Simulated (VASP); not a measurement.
Consider the following.

```xyz
5
Lattice="3.9881 0.0000 0.0000 0.0000 3.9881 0.0000 0.0000 0.0000 3.9881" Properties=species:S:1:pos:R:3 pbc="T T T"
K      0.0000     0.0000     0.0000
Mg     1.9941     1.9941     1.9941
H      1.9941     0.0000     1.9941
H      0.0000     1.9941     1.9941
H      1.9941     1.9941     0.0000
```

The numbers are results of LDA (Ceperley-Alder, Perdew-Zunger), VASP's LDA PAW potentials (set 64) (plane waves; VASP), not measurements. Settings: 300 eV cut-off, 4×4×4 Γ-centred mesh, Gaussian smearing of 0.010 eV, potentials K_sv Mg H.

Task: Give the energies of bands 5 to 10 at the high-symmetry points, in eV from the valence-band maximum.

Result: 
```csv
band,Γ,X,M,R
5,-5.73,-3.97,-3.08,-2.21
6,-0.51,-2.94,-2.02,-2.21
7,-0.51,0.00,-2.02,-2.21
8,5.58,5.08,3.27,2.13
9,5.58,5.08,6.17,5.43
10,5.58,5.52,6.60,5.43
```

The gap is indirect, 2.13 eV, from the valence maximum at X to the conduction minimum at R.

The structure comes from a computed database's KMgH3 entry (Pm-3m); how it stands against other phases isn't given here. The cell was not relaxed at this level.
